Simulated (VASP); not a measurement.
The system is HfZr2Se4.

```
Zr Hf Se
1.0
    -3.60884    3.60884    2.87008
     3.60884   -3.60884    2.87008
     3.60884    3.60884   -2.87008
Zr Hf Se
2 1 4
Cartesian
  0.0000 3.6088 1.4350
  3.6088 0.0000 1.4350
  0.0000 0.0000 0.0000
  2.1797 2.1797 0.0000
  1.4291 -1.4291 2.8701
  1.4291 1.4291 2.8701
  -1.4291 1.4291 2.8701
```

The cell was built by a generator and needn't be a form met in nature.

- Program: VASP 6.6.1
- Task: relaxation of cell and atoms
- Functional: PBE
- Potentials or basis: VASP PAW PBE potentials, release 64 (Zr_sv, Hf_pv, Se)
- Cutoff: 520 eV
- k mesh: 3 × 3 × 3
- Occupations: gaussian, width 0.15 eV
- Spin: no spin polarisation

At the start: pressure -2.1 GPa; volume 21.36 Å³/atom.

Where does the relaxation end?

Over 16 steps the energy falls by 428.1 meV/atom and the volume is 22.21 Å³/atom (+4.0 %); space group I4/mmm (No. 139, to 0.05 Å).

Step by step:
| step | energy change (eV) | largest force (eV/Å) | pressure (GPa) | volume (Å³) |
| --- | --- | --- | --- | --- |
| 1 | 0.0000 | 1.4423 | -2.10 | 149.52 |
| 2 | -1.0278 | 1.7720 | 2.29 | 143.19 |
| 3 | 0.6271 | 1.2865 | 33.39 | 124.14 |
| 4 | -1.3492 | 2.1144 | 6.54 | 139.02 |
| 5 | -1.3019 | 1.4388 | 18.32 | 131.07 |
| 6 | -1.5091 | 2.1428 | 11.29 | 135.40 |
| 7 | -1.9655 | 1.6826 | 10.00 | 137.87 |
| 8 | -2.2963 | 0.5293 | 9.14 | 142.00 |
| 9 | -2.6345 | 0.6438 | 4.37 | 147.54 |
| 10 | -2.7859 | 0.8690 | -3.54 | 160.26 |
| 11 | -2.8173 | 0.8027 | -1.66 | 156.63 |
| 12 | -2.8511 | 0.8935 | -1.47 | 156.24 |
| 13 | -2.9047 | 0.7169 | -1.12 | 155.98 |
| 14 | -2.9904 | 0.2037 | 0.00 | 155.17 |
| 15 | -2.9940 | 0.0730 | 0.34 | 154.96 |
| 16 | -2.9968 | 0.0364 | 0.20 | 155.46 |

Final structure:
```
Zr Hf Se
1.0
    -3.41393    3.41393    3.33473
     3.41393   -3.41393    3.33473
     3.41393    3.41393   -3.33473
Zr Hf Se
2 1 4
Direct
  0.75000 0.25000 0.50000
  0.25000 0.75000 0.50000
  0.00000 0.00000 0.00000
  0.26730 0.26730 0.53461
  0.26730 0.73270 0.00000
  0.73270 0.73270 0.46539
  0.73270 0.26730 0.00000
```

Caveat: the k mesh is coarse (spacing up to 0.47 Å⁻¹), so the values aren't converged.
